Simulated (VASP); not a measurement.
Given:

```yaml
crystal:
  lattice:
    - [0.00000, 2.11885, 2.11885]
    - [2.11885, 0.00000, 2.11885]
    - [2.11885, 2.11885, 0.00000]
  atoms:
    - { symbol: Mg, position: [0.00000, 0.00000, 0.00000] }
    - { symbol: O, position: [0.50000, 0.50000, 0.50000] }
```

Calculation: MS2 meta-GGA, VASP's PBE PAW potentials (set 64) (plane waves; VASP). Numerical set-up: 520 eV cut-off, 11×11×11 Γ-centred mesh, Gaussian smearing of 0.050 eV, potentials Mg O.

Question: Give the stress tensor in GPa (positive for a compressed cell).

Answer: 
```
-4.65   0.00   0.00
 0.00  -4.65   0.00
 0.00   0.00  -4.65
```
The pressure is its mean diagonal, -4.65 GPa.

The compound is MgO in the rock salt structure. This cell is one point of a volume scan, at 1.03 of the reference volume.
